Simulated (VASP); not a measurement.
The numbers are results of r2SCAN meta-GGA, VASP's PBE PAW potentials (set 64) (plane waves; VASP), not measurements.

VASP input:

### KPOINTS
```
Automatic
0
G
10 10 10
0 0 0
```

POSCAR:
```
BP
1
   -0.0000000000     2.2659876387     2.2659876387
    2.2659876387     0.0000000000     2.2659876387
    2.2659876387     2.2659876387     0.0000000000
B P
1 1
Direct
  0.0000000000   0.0000000000   0.0000000000
  0.2500000000   0.2500000000   0.2500000000
```

INCAR:
```
ALGO  =  Normal
EDIFF  =  1E-7
EDIFFG  =  -0.01
ENCUT  =  600
IBRION  =  2
ISIF  =  3
ISMEAR  =  0
LASPH  =  .True.
LCHARG  =  .False.
LMIXTAU  =  .True.
LREAL  =  .False.
LWAVE  =  .False.
METAGGA  =  R2SCAN
NELM  =  100
NSW  =  40
PREC  =  Accurate
PSTRESS  =  50
SIGMA  =  0.05
SYSTEM  =  BP
```

POTCAR, in this order: B P (PBE.64 set). Program: vasp_std.

Energy and stress use the plane-wave basis of the starting cell.

### Question
What does the run give for the energy per atom (σ→0), volume per atom?

### Answer

| Quantity | Result |
|---|---|
| energy per atom (σ→0) | -8652 meV/atom |
| volume per atom | 11.32 Å³/atom |

File OSZICAR:
```
...
DAV:   5    -0.173038527180E+02    0.37695E-03   -0.23809E-04   760   0.161E-01    0.349E-02
DAV:   6    -0.173041935623E+02   -0.34084E-03   -0.19834E-04   752   0.146E-01    0.230E-02
DAV:   7    -0.173042199850E+02   -0.26423E-04   -0.18247E-05   880   0.510E-02    0.161E-02
DAV:   8    -0.173042209688E+02   -0.98381E-06   -0.12410E-06   920   0.131E-02    0.554E-03
DAV:   9    -0.173042205329E+02    0.43589E-06   -0.13954E-07   696   0.421E-03    0.719E-04
DAV:  10    -0.173042209245E+02   -0.39155E-06   -0.83950E-08   488   0.378E-03    0.106E-03
DAV:  11    -0.173042208811E+02    0.43367E-07   -0.10862E-08   376   0.114E-03
   3 F= -.16597863E+02 E0= -.16597863E+02  d E =-.101551E-01
```

The compound is BP in the zinc blende structure. This run relaxes it under an external pressure of 5 GPa. Symmetry was kept, so distortions that lower it aren't found.
